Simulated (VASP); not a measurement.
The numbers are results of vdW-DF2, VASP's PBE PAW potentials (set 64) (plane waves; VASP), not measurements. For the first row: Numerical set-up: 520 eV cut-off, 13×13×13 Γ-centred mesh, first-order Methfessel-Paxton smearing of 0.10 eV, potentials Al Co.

```csv
system,energy (eV/atom)
CoAl (CsCl type),-3.3215
Al (fcc),-1.7118
Co (hcp),-3.7046
```

The references are the elements' solids at the same level; no temperature or zero-point terms are added.

Task: What is the formation energy per atom of CoAl?

Result: The references average (1×(-1.7118) + 1×(-3.7046))/2 = -2.7082 eV, so the formation energy is -3.3215 − (-2.7082) = -0.613 eV/atom.
